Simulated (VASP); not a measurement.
Data:

```
CELL_PARAMETERS angstrom
     12.61851     0.00000     0.00000
     -6.30925    10.92795     0.00000
      0.00000     0.00000    13.67013
ATOMIC_POSITIONS crystal
  Cd 0.22222 0.11111 0.25024
  Cd 0.11111 0.22222 0.00024
  Cd 0.22222 0.11111 0.75024
  Cd 0.11111 0.22222 0.50024
  Cd 0.22222 0.44444 0.25024
  Cd 0.11111 0.55556 0.00024
  Cd 0.22222 0.44444 0.75024
  Cd 0.11111 0.55556 0.50024
  Cd 0.22222 0.77778 0.25024
  Cd 0.11111 0.88889 0.00024
  Cd 0.22222 0.77778 0.75024
  Cd 0.11111 0.88889 0.50024
  Cd 0.55556 0.11111 0.25024
  Cd 0.44444 0.22222 0.00024
  Cd 0.55556 0.11111 0.75024
  Cd 0.44444 0.22222 0.50024
  Cd 0.55556 0.44444 0.25024
  Cd 0.44444 0.55556 0.00024
  Cd 0.55556 0.44444 0.75024
  Cd 0.44444 0.55556 0.50024
  Cd 0.55556 0.77778 0.25024
  Cd 0.44444 0.88889 0.00024
  Cd 0.55556 0.77778 0.75024
  Cd 0.44444 0.88889 0.50024
  Cd 0.88889 0.11111 0.25024
  Cd 0.77778 0.22222 0.00024
  Cd 0.88889 0.11111 0.75024
  Cd 0.77778 0.22222 0.50024
  Cd 0.88889 0.44444 0.25024
  Cd 0.77778 0.55556 0.00024
  Cd 0.88889 0.44444 0.75024
  Cd 0.77778 0.55556 0.50024
  Cd 0.88889 0.77778 0.25024
  Cd 0.77778 0.88889 0.00024
  Cd 0.88889 0.77778 0.75024
  Cd 0.77778 0.88889 0.50024
  S  0.22222 0.11111 0.43826
  S  0.11111 0.22222 0.18826
  S  0.22222 0.11111 0.93826
  S  0.11111 0.22222 0.68826
  S  0.22222 0.44444 0.43826
  S  0.11111 0.55556 0.18826
  S  0.22222 0.44444 0.93826
  S  0.11111 0.55556 0.68826
  S  0.22222 0.77778 0.43826
  S  0.11111 0.88889 0.18826
  S  0.22222 0.77778 0.93826
  S  0.11111 0.88889 0.68826
  S  0.55556 0.11111 0.43826
  S  0.44444 0.22222 0.18826
  S  0.55556 0.11111 0.93826
  S  0.44444 0.22222 0.68826
  S  0.55556 0.44444 0.43826
  S  0.44444 0.55556 0.18826
  S  0.55556 0.44444 0.93826
  S  0.44444 0.55556 0.68826
  S  0.55556 0.77778 0.43826
  S  0.44444 0.88889 0.18826
  S  0.55556 0.77778 0.93826
  S  0.44444 0.88889 0.68826
  S  0.88889 0.11111 0.43826
  S  0.77778 0.22222 0.18826
  S  0.88889 0.11111 0.93826
  S  0.77778 0.22222 0.68826
  S  0.88889 0.44444 0.43826
  S  0.77778 0.55556 0.18826
  S  0.88889 0.44444 0.93826
  S  0.77778 0.55556 0.68826
  S  0.88889 0.77778 0.43826
  S  0.77778 0.88889 0.18826
  S  0.88889 0.77778 0.93826
  S  0.77778 0.88889 0.68826
```

Level of theory: PBE GGA, VASP's PBE PAW potentials (set 64) (plane waves; VASP). Numerical set-up: PREC = Normal, LREAL = Auto, 400 eV cut-off, 1×1×1 Γ-centred mesh, Gaussian smearing of 0.050 eV, potentials Cd S.

The supercell is sampled at Γ alone, which is coarse: total energies, pressure and levels can be off, energies of defects by several tenths of an eV.

Problem. Predict the energy per atom (σ→0).

Solution. 
| Quantity | Value |
|---|---|
| energy per atom (σ→0) | -3.036 eV/atom |

The cell is a supercell, built from a database entry that may be metastable or hypothetical.
